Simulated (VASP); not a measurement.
Input:

```yaml
crystal:
  lattice:
    - [0.00000, 1.97965, 1.97965]
    - [1.97965, 0.00000, 1.97965]
    - [1.97965, 1.97965, 0.00000]
  atoms:
    - { symbol: Ag, position: [0.00000, 0.00000, 0.00000] }
```

Level of theory: LDA (Ceperley-Alder, Perdew-Zunger), VASP's LDA PAW potentials (set 64) (plane waves; VASP). Run with 500 eV cut-off, 16×16×16 Γ-centred mesh, first-order Methfessel-Paxton smearing of 0.10 eV, potentials Ag.

### Question
Predict the energy per atom (σ→0), pressure, band gap (on the k-mesh) with the smallest direct gap where there is one.

### Answer

| Item | Value |
|---|---|
| band gap (on the k-mesh) | none (metal, semimetal or under 0.01 eV) |
| energy per atom (σ→0) | -3.775 eV/atom |
| pressure | 49.7 kbar |

Total energies compare only between runs with the same potentials, cut-off and functional.

The compound is Ag in the fcc structure. It was relaxed first under an external pressure of 5 GPa.
